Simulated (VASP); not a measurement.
Given:

```yaml
crystal:
  lattice:
    - [0.00000, 2.05773, 2.05773]
    - [2.05773, 0.00000, 2.05773]
    - [2.05773, 2.05773, 0.00000]
  atoms:
    - { symbol: Mg, position: [0.00000, 0.00000, 0.00000] }
    - { symbol: O, position: [0.50000, 0.50000, 0.50000] }
```

Computed with HSE06 screened hybrid, VASP's PBE PAW potentials (set 64) (plane waves; VASP). Run with 520 eV cut-off, 8×8×8 Γ-centred mesh, Gaussian smearing of 0.050 eV, potentials Mg O.

Give the stress tensor in GPa (positive for a compressed cell).

```
11.60   0.00   0.00
 0.00  11.60   0.00
 0.00   0.00  11.60
```
The pressure is its mean diagonal, 11.60 GPa.

The compound is MgO in the rock salt structure. This cell is one point of a volume scan, at 0.91 of the reference volume. The cell's shape comes from a PBE relaxation.
